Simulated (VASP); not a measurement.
Level of theory: LDA (Ceperley-Alder, Perdew-Zunger), VASP's LDA PAW potentials (set 64) (plane waves; VASP 6.6.1).

VASP ran on this input.

INCAR:
```
# general
SYSTEM  = Ga atom
PREC    = Normal
ENCUT   = 520
LREAL   = .FALSE.
LASPH   = .TRUE.
ISYM    = 0

# electronic loop
EDIFF   = 1E-6
NELM    = 200
ALGO    = All
LMAXMIX = 4

# smearing
ISMEAR  = 0
SIGMA   = 0.01

# spin
ISPIN   = 2
MAGMOM  = 1
NUPDOWN = 1

# output
LWAVE   = .FALSE.
LCHARG  = .FALSE.
LORBIT  = 10
```

### POSCAR
```
Ga atom
1
   12.0000000000     0.0000000000     0.0000000000
    0.0000000000    12.5000000000     0.0000000000
    0.0000000000     0.0000000000    13.0000000000
Ga
1
Direct
  0.0000000000   0.0000000000   0.0000000000
```

**KPOINTS**
```
K-points
0
Gamma
  1 1 1
0 0 0
```

POTCAR, in this order: Ga_d (LDA.64 set). Program: vasp_gam. Read from the step before: WAVECAR.

**Question.** What will the output report for the number of irreducible k-points (NKPTS), largest plane-wave count, FFT grid (NGX, NGY, NGZ)?

**Answer.** 
- number of irreducible k-points (NKPTS): 1
- largest plane-wave count: 26244
- FFT grid (NGX, NGY, NGZ): 70 × 70 × 80

The cell is a free atom in a box.
